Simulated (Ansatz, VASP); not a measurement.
# WS2 (Tungstenite) in two plane-wave programs, part 2 of 2

Wanted: the spread between two codes on one cell, functional and k mesh. The cell is taken from a series of runs on this material, whose earlier steps may have relaxed, scaled, displaced or heated it; both programs get it as it stands.

VASP 6.6.1 and Ansatz 0.2.0.

So far: The starting structure; Ansatz: G0W0 gap, PBE, DFT+U.

### Step 3. VASP: G0W0 gap, PBE, DFT+U

Level of this step: G0W0 on PBE+U, no spin polarisation; plane waves and PAW (W_sv_GW, S_GW) (VASP).

The same cell, functional and mesh now go to VASP, with its own data sets.

Lines of VASP's logs that name or quote its potential files are left out, and so is its time.

The run reads the wave functions of an earlier VASP run, which isn't shown here.

File INCAR:

```
SYSTEM = WS2
PREC = Accurate
ENCUT = 340
ISMEAR = 0
SIGMA = 0.01
LREAL = .FALSE.
GGA = PE
NBANDS = 472
LASPH = .TRUE.
LMAXMIX = 4
ALGO = EVGW0
NELMGW = 1
ENCUTGW = 150
NOMEGA = 64
PRECFOCK = Fast
NBANDSGW = 40
LWAVE = .FALSE.
LCHARG = .FALSE.
```

File POSCAR:

```
WS2
1.0
    3.1532000000      0.0000000000      0.0000000000
   -1.5766000000      2.7307513032      0.0000000000
    0.0000000000      0.0000000000     12.3230000000
W S
2 4
Direct
    0.3333333333      0.6666666667      0.2500000000
    0.6666666667      0.3333333333      0.7500000000
    0.3333333333      0.6666666667      0.6225000000
    0.6666666667      0.3333333333      0.1225000000
    0.3333333333      0.6666666667      0.8775000000
    0.6666666667      0.3333333333      0.3775000000
```

File KPOINTS:

```
Automatic mesh
0
Gamma
6 6 2
0 0 0
```

Potentials, in the order of the species: W_sv_GW and S_GW (PBE family, release 64).

Command:

```sh
mpirun -np 8 vasp_std
```

Numbers of over 12 decimals in the logs are rounded to 6 here.

What it wrote:

```text
[banner, memory and clock lines left out]
running    8 mpi-ranks, on    1 nodes
 distrk:  each k-point on    8 cores,    1 groups
 distr:  one band on    1 cores,    8 groups

 POSCAR found type information on POSCAR W S
 POSCAR found :  2 types and       6 ions
|                                                                             |
|           W    W    AA    RRRRR   N    N  II  N    N   GGGG   !!!           |
|           W    W   A  A   R    R  NN   N  II  NN   N  G    G  !!!           |
|           W    W  A    A  R    R  N N  N  II  N N  N  G       !!!           |
|           W WW W  AAAAAA  RRRRR   N  N N  II  N  N N  G  GGG   !            |
|           WW  WW  A    A  R   R   N   NN  II  N   NN  G    G                |
|           W    W  A    A  R    R  N    N  II  N    N   GGGG   !!!           |
|                                                                             |
|     For optimal performance we recommend to set                             |
|       NCORE = 2 up to number-of-cores-per-socket                            |
|     NCORE specifies how many cores store one orbital (NPAR=cpu/NCORE).      |
|     This setting can greatly improve the performance of VASP for DFT.       |
|     The default, NCORE=1 might be grossly inefficient on modern             |
|     multi-core architectures or massively parallel machines. Do your        |
|     Unfortunately you need to use the default for GW and RPA                |
|     calculations (for HF NCORE is supported but not extensively tested      |
|     yet).                                                                   |
|                                                                             |

|                                                                             |
|           W    W    AA    RRRRR   N    N  II  N    N   GGGG   !!!           |
|           W    W   A  A   R    R  NN   N  II  NN   N  G    G  !!!           |
|           W    W  A    A  R    R  N N  N  II  N N  N  G       !!!           |
|           W WW W  AAAAAA  RRRRR   N  N N  II  N  N N  G  GGG   !            |
|           WW  WW  A    A  R   R   N   NN  II  N   NN  G    G                |
|           W    W  A    A  R    R  N    N  II  N    N   GGGG   !!!           |
|                                                                             |
|     The default for ENCUTGWSOFT is different in this version of VASP.       |
|     please manually set ENCUTGWSOFT =150 in the INCAR file.                 |
|                                                                             |

 LDA part: xc-table for (Slater+PW92), standard interpolation
 found WAVECAR, reading the header
 POSCAR, INCAR and KPOINTS ok, starting setup
 FFT: planning ... GRIDC
 FFT: planning ... GRID_SOFT
 FFT: planning ... GRID
 reading WAVECAR
 the WAVECAR file was read successfully
 initial charge from wavefunction
 available memory per node:    114.42 GB, setting MAXMEM to    117164

 The Fermi energy was updated, please check that it is located mid-gap
 values below the HOMO (VB) or above the LUMO (CB) will cause erroneous energies
 E-fermi :   8.5439

 calculate exact exchange contribution
 the WAVEDER file was read successfully
|                                                                             |
|           W    W    AA    RRRRR   N    N  II  N    N   GGGG   !!!           |
|           W    W   A  A   R    R  NN   N  II  NN   N  G    G  !!!           |
|           W    W  A    A  R    R  N N  N  II  N N  N  G       !!!           |
|           W WW W  AAAAAA  RRRRR   N  N N  II  N  N N  G  GGG   !            |
|           WW  WW  A    A  R   R   N   NN  II  N   NN  G    G                |
|           W    W  A    A  R    R  N    N  II  N    N   GGGG   !!!           |
|                                                                             |
|     Automatic setting of frequency mesh for GW failed. Frequency mesh       |
|     properly not suitable for determining QP energies. Consider             |
|     increasing number of kpoints.                                           |
|                                                                             |

energies w=
    0.000    0.000    0.825    0.000    1.649    0.000    2.468    0.000
    3.283    0.000    4.091    0.000    4.890    0.000    5.681    0.000
    6.462    0.000    7.233    0.000    7.993    0.000    8.743    0.000
    9.482    0.000   10.212    0.000   10.932    0.000   11.644    0.000
   12.349    0.000   13.047    0.000   13.740    0.000   14.428    0.000
   15.114    0.000   15.798    0.000   16.483    0.000   17.168    0.000
   17.857    0.000   18.551    0.000   19.251    0.000   19.960    0.000
   20.680    0.000   21.413    0.000   22.160    0.000   22.927    0.000
   23.713    0.000   24.524    0.000   25.363    0.000   26.233    0.000
   27.138    0.000   28.085    0.000   29.078    0.000   30.124    0.000
   31.231    0.000   32.406    0.000   33.661    0.000   35.006    0.000
   36.456    0.000   38.027    0.000   39.740    0.000   41.617    0.000
   43.690    0.000   45.993    0.000   48.574    0.000   51.489    0.000
   54.814    0.000   58.645    0.000   63.112    0.000   68.390    0.000
   74.726    0.000   82.474    0.000   92.162    0.000  104.614    0.000
  121.197    0.000  144.342    0.000  178.843    0.000  235.652    0.000
 responsefunction array rank=     456
 LDA part: xc-table for (Slater+PW92), standard interpolation

 min. memory requirement per mpi rank    540.2 MB, per node   4321.8 MB

 allocating   8 responsefunctions rank=   456
 shmem allocating  64 responsefunctions rank=   456
 response function shared by NCSHMEM nodes    1
 Doing            8  frequencies on each core in blocks of           64
NQ=   1    0.0000    0.0000    0.0000,
|.........|.........|.........|.........|.........|.........|.........|.........
 performed       2198000 updates of chi_q(r,r)
 total number of BLAS operations       3389.52 Gflops
NQ=   2    0.1667   -0.0000    0.0000,
|.........|.........|.........|.........|.........|.........|.........|.........
 performed       6133000 updates of chi_q(r,r)
 total number of BLAS operations       9346.97 Gflops
NQ=   3    0.3333   -0.0000    0.0000,
|.........|.........|.........|.........|.........|.........|.........|.........
 performed      10068000 updates of chi_q(r,r)
 total number of BLAS operations      15497.69 Gflops
NQ=   4    0.5000   -0.0000    0.0000,
|.........|.........|.........|.........|.........|.........|.........|.........
 performed      13021000 updates of chi_q(r,r)
 total number of BLAS operations      20114.00 Gflops
NQ=   5    0.1667    0.1667    0.0000,
|.........|.........|.........|.........|.........|.........|.........|.........
 performed      16956000 updates of chi_q(r,r)
 total number of BLAS operations      26016.79 Gflops
NQ=   6    0.3333    0.1667    0.0000,
|.........|.........|.........|.........|.........|.........|.........|.........
 performed      21344000 updates of chi_q(r,r)
 total number of BLAS operations      33094.67 Gflops
NQ=   7    0.3333    0.3333    0.0000,
|.........|.........|.........|.........|.........|.........|.........|.........
 performed      23920000 updates of chi_q(r,r)
 total number of BLAS operations      37323.73 Gflops
NQ=   8    0.0000    0.0000    0.5000,
|.........|.........|.........|.........|.........|.........|.........|.........
 performed      26118000 updates of chi_q(r,r)
 total number of BLAS operations      40790.90 Gflops
NQ=   9    0.1667   -0.0000    0.5000,
|.........|.........|.........|.........|.........|.........|.........|.........
 performed      30053000 updates of chi_q(r,r)
 total number of BLAS operations      46720.98 Gflops
NQ=  10    0.3333   -0.0000    0.5000,
|.........|.........|.........|.........|.........|.........|.........|.........
 performed      33988000 updates of chi_q(r,r)
 total number of BLAS operations      52705.85 Gflops
NQ=  11    0.5000   -0.0000    0.5000,
|.........|.........|.........|.........|.........|.........|.........|.........
 performed      36941000 updates of chi_q(r,r)
 total number of BLAS operations      57364.04 Gflops
NQ=  12    0.1667    0.1667    0.5000,
|.........|.........|.........|.........|.........|.........|.........|.........
 performed      40876000 updates of chi_q(r,r)
 total number of BLAS operations      63131.29 Gflops
NQ=  13    0.3333    0.1667    0.5000,
|.........|.........|.........|.........|.........|.........|.........|.........
 performed      45264000 updates of chi_q(r,r)
 total number of BLAS operations      70114.90 Gflops
NQ=  14    0.3333    0.3333    0.5000,
|.........|.........|.........|.........|.........|.........|.........|.........
 performed      47840000 updates of chi_q(r,r)
 total number of BLAS operations      74400.16 Gflops
 resolving degeneracies of screened two electron integrals

 calculate QP shifts <psi_nk| G(iteration)W_0 |psi_nk>: iteration 1
 entering main loop
```

From OUTCAR (step 3):

```text
ion  position               nearest neighbor table
   1  0.333  0.667  0.250-   4 2.40   6 2.40   4 2.40   6 2.40   4 2.40   6 2.40
   2  0.667  0.333  0.750-   3 2.40   5 2.40   3 2.40   5 2.40   3 2.40   5 2.40
   3  0.333  0.667  0.623-   2 2.40   2 2.40   2 2.40
   4  0.667  0.333  0.123-   1 2.40   1 2.40   1 2.40
   5  0.333  0.667  0.877-   2 2.40   2 2.40   2 2.40
   6  0.667  0.333  0.377-   1 2.40   1 2.40   1 2.40

  LATTYP: Found a hexagonal cell.
 ALAT       =     3.1532000000
 C/A-ratio  =     3.9080933655

 Subroutine GETGRP returns: Found 24 space group operations
 (whereof 12 operations were pure point group operations)

The static configuration has the point symmetry D_3d.
 The point group associated with its full space group is D_6h.

 Found     14 irreducible k-points:

   k-points           NKPTS =     14   k-points in BZ     NKDIM =     72   number of bands    NBANDS=    472

   dimension x,y,z NGX =    20 NGY =   20 NGZ =   80
   dimension x,y,z NGXF=    40 NGYF=   40 NGZF=  160

   ENCUT  =  340.0 eV  24.99 Ry    5.00 a.u.   4.74  4.74 18.53*2*pi/ulx,y,z

   NELECT =      52.0000    total number of electrons

  energy-cutoff  :      340.00
  volume of cell :      106.11
      direct lattice vectors                 reciprocal lattice vectors
     3.153200000  0.000000000  0.000000000     0.317138145  0.183099794  0.000000000
    -1.576600000  2.730751303  0.000000000     0.000000000  0.366199587  0.000000000
     0.000000000  0.000000000 12.323000000     0.000000000  0.000000000  0.081149071

 k-points in reciprocal lattice and weights: Automatic mesh
   0.00000000  0.00000000  0.00000000       0.014
   0.16666667 -0.00000000  0.00000000       0.083
   0.33333333 -0.00000000  0.00000000       0.083
   0.50000000 -0.00000000  0.00000000       0.042
   0.16666667  0.16666667  0.00000000       0.083
   0.33333333  0.16666667  0.00000000       0.167
   0.33333333  0.33333333  0.00000000       0.028
   0.00000000  0.00000000  0.50000000       0.014
   0.16666667 -0.00000000  0.50000000       0.083
[...]
0.33333333  0.16666667  0.50000000       0.167
   0.33333333  0.33333333  0.50000000       0.028

 E-fermi :   8.5439

 QP shifts <psi_nk| G(iteration)W_0 |psi_nk>: iteration 1
 for sc-GW calculations column KS-energies equals QP-energies in previous step
 and V_xc(KS)=  KS-energies - (<T + V_ion + V_H > + <T+V_H+V_ion>^1  + <V_x>^1)
 k-point   1 :       0.0000    0.0000    0.0000
  band No.  KS-energies  QP-energies   sigma(KS)   V_xc(KS)     V^pw_x(r,r')   Z            occupation Imag(sigma)
    ...
     23       5.9085       5.2313     -15.7339     -14.8492     -17.1224       0.7654       2.0000       0.1959
     24       6.4356       5.8379     -14.5678     -13.7864     -16.3988       0.7649       2.0000       0.2203
     25       6.8248       6.2146     -14.4973     -13.7034     -15.3275       0.7686       2.0000       0.1653
     26       8.0507       7.5387     -15.5448     -14.8770     -15.8798       0.7667       2.0000       0.1014
     27      10.4021      10.5562     -14.4464     -14.6477     -10.3702       0.7652       0.0000      -0.2581
     28      10.4021      10.5562     -14.4464     -14.6477     -10.3702       0.7652       0.0000      -0.2581
     29      10.4021      10.5562     -14.4464     -14.6477     -10.3702       0.7652       0.0000      -0.2581
     30      10.4021      10.5562     -14.4464     -14.6477     -10.3702       0.7652       0.0000      -0.2581
    ...

 k-point   2 :       0.1667   -0.0000    0.0000
  band No.  KS-energies  QP-energies   sigma(KS)   V_xc(KS)     V^pw_x(r,r')   Z            occupation Imag(sigma)
    ...
     23       5.6531       5.0153     -14.5169     -13.6823     -16.4103       0.7643       2.0000       0.2365
     24       6.4935       5.9123     -14.5802     -13.8199     -16.3935       0.7643       2.0000       0.2155
     25       6.7892       6.1818     -14.8494     -14.0565     -15.7618       0.7661       2.0000       0.1696
     26       7.2090       6.6504     -15.1519     -14.4231     -15.8769       0.7664       2.0000       0.1439
     27       9.6143       9.6753     -13.8887     -13.9677     -10.0442       0.7709       0.0000      -0.2269
     28      10.0635      10.1638     -14.4861     -14.6173     -10.5745       0.7646       0.0000      -0.2465
     29      10.2851      10.3883     -14.3422     -14.4752     -10.0233       0.7755       0.0000      -0.2551
     30      10.2969      10.4059     -14.6298     -14.7728     -10.5874       0.7628       0.0000      -0.2658
    ...

 k-point   3 :       0.3333   -0.0000    0.0000
  band No.  KS-energies  QP-energies   sigma(KS)   V_xc(KS)     V^pw_x(r,r')   Z            occupation Imag(sigma)
    ...
     23       5.7160       5.0928     -14.9635     -14.1463     -16.8391       0.7627       2.0000       0.2355
     24       5.8450       5.2281     -15.0965     -14.2888     -16.8979       0.7638       2.0000       0.2265
     25       5.9798       5.3422     -14.3832     -13.5531     -15.6336       0.7682       2.0000       0.2150
     26       6.2636       5.6390     -14.7234     -13.9097     -15.9217       0.7675       2.0000       0.2007
     27       9.7226       9.7351     -14.1346     -14.1508     -10.0834       0.7703       0.0000      -0.2459
     28      10.0405      10.0491     -15.3042     -15.3154     -11.0596       0.7619       0.0000      -0.2692
     29      10.2008      10.2206     -15.4503     -15.4763     -11.1399       0.7598       0.0000      -0.2801
     30      10.4998      10.5783     -14.7859     -14.8887     -10.4700       0.7632       0.0000      -0.2933
    ...

 k-point   4 :       0.5000   -0.0000    0.0000
  band No.  KS-energies  QP-energies   sigma(KS)   V_xc(KS)     V^pw_x(r,r')   Z            occupation Imag(sigma)
    ...
     23       5.9840       5.4023     -14.6535     -13.8938     -16.5018       0.7658       2.0000       0.2238
     24       6.1841       5.6154     -14.8281     -14.0871     -16.5971       0.7675       2.0000       0.2134
     25       6.2323       5.6065     -13.9510     -13.1423     -15.3231       0.7739       2.0000       0.2025
     26       6.4407       5.8290     -14.4142     -13.6209     -15.6613       0.7711       2.0000       0.1916
     27      10.4980      10.4580     -16.2982     -16.2452     -11.6257       0.7550       0.0000      -0.3195
     28      10.5401      10.5022     -16.3215     -16.2712     -11.6234       0.7540       0.0000      -0.3236
     29      10.6920      10.7146     -14.8336     -14.8633     -10.2699       0.7626       0.0000      -0.3227
     30      10.9851      11.0099     -15.8236     -15.8564     -11.0615       0.7570       0.0000      -0.3576
    ...

[... 4 further parts left out ...]
```

This run has no spin polarisation, so a moment on W, if there is one, isn't seen.

### Step 4. Side by side

Known differences besides the potentials themselves: U acts on the PAW sphere in VASP and on atomic orbitals in Ansatz, so only states and trends compare; fixed occupations in Ansatz, narrow Gaussian smearing in VASP; the cutoff is 420 eV in Ansatz and 340 eV in VASP; Ansatz integrates over frequency by contour deformation, VASP on a grid of NOMEGA points; Ansatz's G0W0 levels solve the quasiparticle equation, VASP's are linearised. Total energies have different zeros and are not compared.

Both answers:

| quantity | Ansatz | VASP | difference |
| --- | --- | --- | --- |
| G0W0 gap on the mesh (eV) | 1.40 | 1.49 | -0.10 |
| Kohn-Sham gap under it (eV) | 1.10 | 0.99 | +0.11 |

VASP's log warns that its frequency grid doesn't suit quasiparticle energies on this mesh.

### Step 5. Summary of results

```json
{
 "difference in G0W0 gap on the mesh (G0W0 gap, PBE, DFT+U)": "-0.099 eV"
}
```

In words: The difference in G0W0 gap on the mesh is -0.099 eV (G0W0 gap, PBE, DFT+U). How closely two codes agree says nothing of how well the functional describes the real material.

[Lines on the potential files, build, host, timing and source positions are cut from VASP's logs without a mark.]

[Logs are printed without paths, hosts, clocks, repeated set-up lines and the standing remarks that a program may print on its own settings, such as how far it seeks lower states.]

[Hosts, paths, dates, database ids (printed as entryN), source tags and the programs' standing remarks are cut or masked in the printed files.]
